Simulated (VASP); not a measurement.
All values below come from optB88-vdW, VASP's PBE PAW potentials (set 64) (plane waves; VASP 6.6.1).

VASP input:

KPOINTS:
```
Automatic mesh
0
Gamma
6 6 6
0 0 0
```

### INCAR
```
AGGAC = 0.0
ALGO = Normal
EDIFF = 1E-7
ENCUT = 520
GGA = BO
ISIF = 2
ISMEAR = -5
LASPH = .TRUE.
LCHARG = .TRUE.
LEFG = .TRUE.
LMAXMIX = 6
LORBIT = 11
LREAL = .FALSE.
LUSE_VDW = .TRUE.
LWAVE = .FALSE.
NEDOS = 601
NELM = 100
PARAM1 = 0.1833333333
PARAM2 = 0.22
PREC = Accurate
SYSTEM = KTaO3
```

POSCAR:
```
KTaO3
1
    4.0163171037    -0.0000000000     0.0000000000
   -0.0000000000     4.0163171037     0.0000000000
   -0.0000000000    -0.0000000000     4.0163171037
K Ta O
1 1 3
Direct
  0.0000000000   0.0000000000   0.0000000000
  0.5000000000   0.5000000000   0.5000000000
  0.5000000000   0.0000000000   0.5000000000
  0.0000000000   0.5000000000   0.5000000000
  0.5000000000   0.5000000000   0.0000000000
```

POTCAR, in this order: K_sv Ta_pv O (PBE.64 set). Program: vasp_std.

The resulting files:

File OSZICAR:
```
       N       E                     dE             d eps       ncg     rms          rms(c)
DAV:   1     0.348527284337E+03    0.34853E+03   -0.21722E+04   920   0.169E+03
DAV:   2    -0.225407259634E+02   -0.37107E+03   -0.36545E+03  1111   0.447E+02
DAV:   3    -0.408457020900E+02   -0.18305E+02   -0.18265E+02  1172   0.100E+02
DAV:   4    -0.413112039302E+02   -0.46550E+00   -0.46527E+00  1650   0.137E+01
DAV:   5    -0.413134059366E+02   -0.22020E-02   -0.22019E-02  1165   0.948E-01    0.346E+01
DAV:   6    -0.321916608281E+02    0.91217E+01   -0.48619E+01  1130   0.479E+01    0.137E+01
DAV:   7    -0.320388267428E+02    0.15283E+00   -0.27004E+00  1202   0.109E+01    0.899E+00
DAV:   8    -0.319845121099E+02    0.54315E-01   -0.43939E-01  1207   0.575E+00    0.162E+00
DAV:   9    -0.319758023867E+02    0.87097E-02   -0.37569E-02  1279   0.136E+00    0.270E-01
DAV:  10    -0.319750488762E+02    0.75351E-03   -0.79179E-03  1280   0.650E-01    0.524E-02
DAV:  11    -0.319751043089E+02   -0.55433E-04   -0.38687E-04  1327   0.154E-01    0.371E-02
DAV:  12    -0.319751215392E+02   -0.17230E-04   -0.25534E-05  1370   0.443E-02    0.537E-03
DAV:  13    -0.319751214652E+02    0.74052E-07   -0.21125E-06  1212   0.998E-03    0.300E-03
DAV:  14    -0.319751213912E+02    0.73981E-07   -0.11030E-07   857   0.274E-03
   1 F= -.31975121E+02 E0= -.31975121E+02  d E =0.000000E+00
```

### OUTCAR
```
------------------------ aborting loop because EDIFF is reached ----------------------------------------
  FORCE on cell =-STRESS in cart. coord.  units (eV):
  Direction    XX          YY          ZZ          XY          YZ          ZX
  --------------------------------------------------------------------------------------
  Total        0.0009231      0.0009231      0.0009231     -0.0000000     -0.0000000      0.0000000
  in kB        0.0228273      0.0228273      0.0228273     -0.0000000     -0.0000000      0.0000000
  external PRESSURE =       0.0228273 kB  Pullay stress =       0.0000000 kB
  volume of cell :       64.79
      direct lattice vectors                 reciprocal lattice vectors
     4.016317104  0.000000000  0.000000000     0.248984324  0.000000000  0.000000000
     0.000000000  4.016317104  0.000000000     0.000000000  0.248984324  0.000000000
     0.000000000  0.000000000  4.016317104     0.000000000  0.000000000  0.248984324
 POSITION                                       TOTAL-FORCE (eV/Angst)
 -----------------------------------------------------------------------------------
      0.00000      0.00000      0.00000         0.000000      0.000000      0.000000
      2.00816      2.00816      2.00816         0.000000      0.000000      0.000000
      2.00816      0.00000      2.00816         0.000000      0.000000      0.000000
      0.00000      2.00816      2.00816         0.000000      0.000000      0.000000
      2.00816      2.00816      0.00000         0.000000      0.000000      0.000000
 -----------------------------------------------------------------------------------
    total drift:                                0.000000      0.000000     -0.000000
  FREE ENERGIE OF THE ION-ELECTRON SYSTEM (eV)
  ---------------------------------------------------
  free  energy   TOTEN  =       -31.9751213912 eV

  energy  without entropy=      -31.9751213912  energy(sigma->0) =      -31.97512139

 total charge

# of ion       s       p       d       tot
------------------------------------------
    1        1.958   5.565   0.046   7.569
    2        0.333   6.336   2.021   8.690
    3        1.554   3.517   0.000   5.070
    4        1.554   3.517   0.000   5.070
    5        1.554   3.517   0.000   5.070
--------------------------------------------------
tot          6.951  22.451   2.067  31.470

 Electric field gradients after diagonalization (V/A^2)
 (convention: |V_zz| > |V_xx| > |V_yy|)
----------------------------------------------------------------------
 ion       V_xx      V_yy      V_zz     asymmetry (V_yy - V_xx)/ V_zz
----------------------------------------------------------------------
   1       0.000     0.000     0.000      -0.033
   2       0.000     0.000     0.000      -0.241
   3     -10.085   -10.085    20.169       0.000
   4     -10.085   -10.085    20.169       0.000
   5     -10.085   -10.085    20.169       0.000
```
(Selected blocks of OUTCAR.)

The compound is KTaO3 in the cubic perovskite structure. It was relaxed first.
